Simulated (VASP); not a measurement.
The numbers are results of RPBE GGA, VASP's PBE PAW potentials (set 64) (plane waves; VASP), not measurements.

Input for VASP

### POSCAR
```
Ru
1
    1.3676411464    -2.3688241121     0.0000000000
    1.3676411464     2.3688241121     0.0000000000
   -0.0000000000     0.0000000000     4.3093537313
Ru
2
Direct
  0.3333330000   0.6666670000   0.2500000000
  0.6666670000   0.3333330000   0.7500000000
```

KPOINTS:
```
Automatic mesh
0
Gamma
14 14 8
0 0 0
```

### INCAR
```
# general
SYSTEM  = Ru
PREC    = Accurate
ENCUT   = 520
LREAL   = F
LASPH   = T

# electronic loop
EDIFF   = 1E-6
NELM    = 100
ALGO    = Normal
LMAXMIX = 4

# smearing
ISMEAR  = 1
SIGMA   = 0.1

# functional
GGA     = RP

# ions
IBRION  = 2
NSW     = 60
ISIF    = 3
EDIFFG  = -0.01

# output
LWAVE   = F
LCHARG  = F
```

POTCAR, in this order: Ru_pv (PBE.64 set). Program: vasp_std.

Q: What does the run give for the energy per atom (σ→0), band gap (on the k-mesh)?

A: 
```yaml
energy per atom (σ→0): -8.585 eV/atom
band gap (on the k-mesh): none (metal, semimetal or under 0.01 eV)
```

### OSZICAR
```
...
DAV:   6    -0.172488957316E+02    0.11763E+01   -0.32430E+00  4356   0.189E+01    0.419E+00
DAV:   7    -0.171759323290E+02    0.72963E-01   -0.24807E-01  4420   0.474E+00    0.106E+00
DAV:   8    -0.171695320687E+02    0.64003E-02   -0.72337E-03  4584   0.983E-01    0.172E-01
DAV:   9    -0.171696535228E+02   -0.12145E-03   -0.48149E-04  5972   0.223E-01    0.620E-02
DAV:  10    -0.171696575769E+02   -0.40541E-05   -0.25807E-05  4600   0.576E-02    0.273E-02
DAV:  11    -0.171696660278E+02   -0.84510E-05   -0.19328E-06  3076   0.166E-02    0.168E-03
DAV:  12    -0.171696659783E+02    0.49534E-07   -0.83712E-08  2192   0.278E-03
   1 F= -.17169666E+02 E0= -.17169192E+02  d E =-.171697E+02
```

The compound is Ru in the hcp structure. It was relaxed first. The start is the result of an earlier pass.
